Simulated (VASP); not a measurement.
Input of a VASP 6.6.1 run:

INCAR

```
ALGO = Fast
EDIFF = 1E-7
ENCUT = 400
GGA = PE
ISIF = 2
ISMEAR = 0
LASPH = True
LCHARG = False
LREAL = False
LWAVE = False
NELM = 100
PREC = Accurate
SIGMA = 0.02
```

The input KPOINTS:

```
k-points
0
Gamma
  8 8 8
```

Contents of POSCAR:

```
ZnS
1.0
    0.0000000000      2.7020000000      2.7020000000
    2.7020000000      0.0000000000      2.7020000000
    2.7020000000      2.7020000000      0.0000000000
Zn S
1 1
Direct
    0.2500000000      0.2500000000      0.2500000000
    0.0000000000      0.0000000000      0.0000000000
```

Potentials or basis: VASP PAW PBE potentials, release 64 (Zn, S).

Command:

```console
$ cat potpaw_PBE.64/Zn/POTCAR potpaw_PBE.64/S/POTCAR > POTCAR
$ mpirun -np 1 vasp_std > vasp.out
```

Question: What does it give for the band gap on the k mesh?

Answer: 2.11 eV, direct.

Question: Estimate the pressure.

Answer: 1.5 GPa.

**The experiment to reproduce.**

From “Electronic, vibrational, and thermodynamic properties of ZnS (zincblende and rocksalt structure)”, 2009, arxiv:0911.5022, for a bulk crystal of ZnS at 19 K: band gap 3.85 eV (direct).

Measured gap of ZnS: 3.85 eV (direct; 19 K; quoted in “Electronic, vibrational, and thermodynamic properties of ZnS (zincblende and rocksalt structure)”, 2009, arxiv:0911.5022). This calculation gives 2.11 eV (-1.74 eV). The value is that of PBE, without temperature or zero-point motion. Semilocal functionals fall short of measured gaps as a rule.
